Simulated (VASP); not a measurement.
An input for Ansatz (written as the equivalent of a VASP run, and not itself run):

Ansatz 0.2 input:
```yaml
crystal:
  lattice:
    - [1.5058170, 0.8693840, 5.8303010]
    - [-1.5058170, 0.8693840, 5.8303010]
    - [0.0000000, -1.7387680, 5.8303010]
  atoms:
    - { symbol: Cu, position: [0.0000000, 0.0000000, 0.0000000] }
    - { symbol: S, position: [0.7523000, 0.7523000, 0.7523000] }
    - { symbol: S, position: [0.5810000, 0.5810000, 0.5810000] }
kpoints:
  mp_grid: { grid: [8, 8, 8] }
hamiltonian:
  xc: pbe
  pseudopotentials: { kind: paw }
scf:
  occupations: { method: gaussian, width: 0.05 }
  max_iter: 100
output: { forces: true, stress: true, eigenvalues: true }
```

Q: Translate this input to VASP (INCAR, KPOINTS, POSCAR, choice of POTCAR).

A: Several could match; the one computed here: 
**POSCAR**
```
CuS2
1
    1.5058170000     0.8693840000     5.8303010000
   -1.5058170000     0.8693840000     5.8303010000
    0.0000000000    -1.7387680000     5.8303010000
Cu S
1 2
Direct
  0.0000000000   0.0000000000   0.0000000000
  0.7523000000   0.7523000000   0.7523000000
  0.5810000000   0.5810000000   0.5810000000
```

File KPOINTS:
```
Automatic mesh
0
Gamma
8 8 8
0 0 0
```

### INCAR
```
SYSTEM = CuS2
PREC = Accurate
ENCUT = 400
EDIFF = 1E-6
NELM = 100
ALGO = Normal
LREAL = .FALSE.
LASPH = .FALSE.
ISMEAR = 0
SIGMA = 0.05
GGA = PE
LMAXMIX = 4
LWAVE = .FALSE.
LCHARG = .FALSE.
ISIF = 2
```

POTCAR, in this order: Cu S (PBE.64 set). Program: vasp_std.

What does not carry over: each code has its own PAW files, so the cut-off isn't converted (ENCUT is set for VASP's; basis.ecutwfc is left out, and Ansatz then takes the one that its files recommend); Ansatz stops its SCF on the density residual and VASP on the energy change (EDIFF).

The structure was generated: CuS2 was put into the 3R-MoS2 type (R3m), which need not be its known phase. The cell was not relaxed at this level. The k-mesh is coarse (spacing up to 0.30 per Å, 2π included), so the numbers may not be converged in it. The run is one of a series of settings (LASPH = .FALSE. against the base run), some of them coarse on purpose.
